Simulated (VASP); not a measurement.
## Bulk modulus of hcp metals: r2SCAN against PBE

VASP (plane waves, PAW); cells keep the symmetry of their structure type. Static lattice, from a third-order Birch-Murnaghan fit over five volumes at each level.

Here x stands for PBE B0 and y for r2SCAN B0.

| solid | PBE B0 (GPa) | r2SCAN B0 (GPa) | cut-off (eV) |
|---|---|---|---|
| Tl | 26.5 | 32.0 | 520 |
| Mg | 35.9 | 40.8 | 520 |
| Lu | 47.9 | 49.3 | 520 |
| Sc | 54.4 | 54.8 | 520 |
| Hf | 109.2 | 113.8 | 520 |
| Ti | 112.0 | 117.5 | 520 |
| Tc | 300.7 | 322.0 | 520 |
| Re | 373.7 | 397.1 | 520 |
| Os | 404.6 | ? | 520 |

**Question.** Fit y against x with a straight line, and predict the withheld value at x = 404.6.

**Answer.** With u = x - 133, the rows have u = -106.50, -97.10, -85.10, -78.60, -23.80, -21.00, 167.70, 240.70. Means: u -0.46250, y 140.91. About the means, the sum of products is 129050 and the sum of squares of u is 121260; the slope is their ratio. Least squares gives y = 141.40 + 1.06431·u. Residuals (row less fit): 3.95, 2.74, -1.53, -2.95, -2.27, -1.55, 2.12, -0.48; standard error 2.78 (degrees of freedom: 6). The slope is 1.06 with a standard error of 0.0080. At the withheld row, u = 271.60, so y = 141.40 + 1.06431 × 271.60 = 430.47 GPa. The calculation gives 434.9 GPa, 4.43 GPa above the prediction (1.1 % of the range of y in the table). The row lies outside the fitted rows, so this is an extrapolation. From the scatter of the fitted rows alone, a prediction at this place has a standard error of 3.66 GPa, so the miss is 1.2 times that.

The filled 4f shell of Lu is frozen in the core. The rows are a random draw from the solids of this series computed here; series whose standard error about the line passes 12 to 30 % of the range of y, or with no trend, aren't shown in this form.
